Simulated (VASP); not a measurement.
Consider the following.

```
KF
1.0
    3.75721     0.00000     0.00000
    0.00000     5.31350     0.00000
    0.00000     0.00000    26.16932
K F
6 6
Direct
  0.00000   0.00000   0.32053
  0.50000   0.50000   0.39232
  0.00000   0.00000   0.46411
  0.50000   0.50000   0.53589
  0.00000   0.00000   0.60768
  0.50000   0.50000   0.67947
  0.50000   0.00000   0.39232
  0.00000   0.50000   0.32053
  0.50000   0.00000   0.53589
  0.00000   0.50000   0.46411
  0.50000   0.00000   0.67947
  0.00000   0.50000   0.60768
```

All values below come from PBEsol GGA, VASP's PBE PAW potentials (set 64) (plane waves; VASP 6.6.1). Numerical set-up: PREC = Normal, EDIFF = 1E-5, 450 eV cut-off, 5×4×1 Γ-centred mesh, Gaussian smearing of 0.050 eV, potentials K_sv F.

At this cut-off the stress carries a Pulay error, which pulls relaxed volumes low.

**Question.** The ions are relaxed. What does this cell relax into?

**Answer.** 
```
KF
1.0
    3.75721     0.00000     0.00000
    0.00000     5.31350     0.00000
    0.00000     0.00000    26.16932
K F
6 6
Direct
  0.00000   0.00000   0.32269
  0.50000   0.50000   0.39011
  0.00000   0.00000   0.46429
  0.50000   0.50000   0.53571
  0.00000   0.00000   0.60989
  0.50000   0.50000   0.67731
  0.50000   0.00000   0.38898
  0.00000   0.50000   0.32379
  0.50000   0.00000   0.53514
  0.00000   0.50000   0.46486
  0.50000   0.00000   0.67621
  0.00000   0.50000   0.61102
```

**Question.** How much energy does the relaxation gain?

**Answer.** The energy (σ→0) changes by -5.5 meV/atom, in 9 ionic steps.

```tsv
step	E(σ→0) (eV)	max force (eV/Å)	pressure (GPa)	volume (Å³)
1	-50.0183	0.233	-0.99	522.44
2	-50.0353	0.207	-0.97	522.44
3	-50.0711	0.119	-0.89	522.44
4	-50.0650	0.230	-0.62	522.44
5	-50.0820	0.057	-0.81	522.44
6	-50.0821	0.066	-0.79	522.44
7	-50.0832	0.040	-0.78	522.44
8	-50.0835	0.038	-0.77	522.44
9	-50.0844	0.027	-0.77	522.44
```

The cell is a thin slab with vacuum, built from KF (rock salt): (110) face.
